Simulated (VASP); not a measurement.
OSZICAR of a VASP run on Ni3Fe (L1_2):

### OSZICAR
```
       N       E                     dE             d eps       ncg     rms          rms(c)
DAV:   1     0.217518017461E+03    0.21752E+03   -0.14678E+04  3752   0.166E+03
DAV:   2    -0.137383138916E+02   -0.23126E+03   -0.22244E+03  3650   0.327E+02
DAV:   3    -0.258340205451E+02   -0.12096E+02   -0.11481E+02  3804   0.104E+02
DAV:   4    -0.259952743983E+02   -0.16125E+00   -0.16071E+00  3882   0.123E+01
DAV:   5    -0.259998497773E+02   -0.45754E-02   -0.45745E-02  4982   0.170E+00    0.195E+01
DAV:   6    -0.248708506685E+02    0.11290E+01   -0.40024E+01  4012   0.111E+02    0.325E+01
DAV:   7    -0.258651334637E+02   -0.99428E+00   -0.20979E+01  4382   0.119E+02    0.249E+01
DAV:   8    -0.220109648813E+02    0.38542E+01   -0.11412E+01  4592   0.534E+01    0.660E+00
DAV:   9    -0.222520256586E+02   -0.24106E+00   -0.88663E-01  4488   0.126E+01    0.344E+00
DAV:  10    -0.222034861076E+02    0.48540E-01   -0.16825E-01  5028   0.100E+01    0.140E+00
DAV:  11    -0.222136031684E+02   -0.10117E-01   -0.58814E-02  5054   0.260E+00    0.113E+00
DAV:  12    -0.222149828252E+02   -0.13797E-02   -0.45468E-03  4168   0.172E+00    0.484E-01
DAV:  13    -0.222154463792E+02   -0.46355E-03   -0.33431E-03  5522   0.122E+00    0.111E-01
DAV:  14    -0.222155679179E+02   -0.12154E-03   -0.64667E-04  4346   0.231E-01    0.965E-02
DAV:  15    -0.222155899769E+02   -0.22059E-04   -0.52877E-05  4906   0.167E-01    0.435E-02
DAV:  16    -0.222156037651E+02   -0.13788E-04   -0.20127E-05  5208   0.628E-02    0.178E-02
DAV:  17    -0.222156031176E+02    0.64750E-06   -0.32969E-06  3276   0.388E-02
   1 F= -.22215603E+02 E0= -.22215245E+02  d E =-.107566E-02  mag=     5.0674
```

**Question.** Which electronic solver shows in the log?

**Answer.** It is blocked Davidson (ALGO = Normal, or the opening steps of other solvers). The INCAR had ALGO = Normal.

**Question.** How was spin treated?

**Answer.** Collinear spin (ISPIN = 2): the summary line carries one mag value, 5.07 μB in the cell.

**Question.** Can the final energy be trusted as converged?

**Answer.** Self-consistency was reached. It stopped with EDIFF = 1E-6, NELM = 100 (PBE GGA + U (Dudarev), plane waves, VASP's PBE PAW potentials (set 64)).

The compound is Ni3Fe in the L1_2 structure. The cell was not relaxed at this level. The run is one of a series of settings (LDAU = .TRUE., LDAUJ = 0 0, LDAUL = 2 2, LDAUTYPE = 2, LDAUU = 1.0 1.0 against the base run), some of them coarse on purpose.
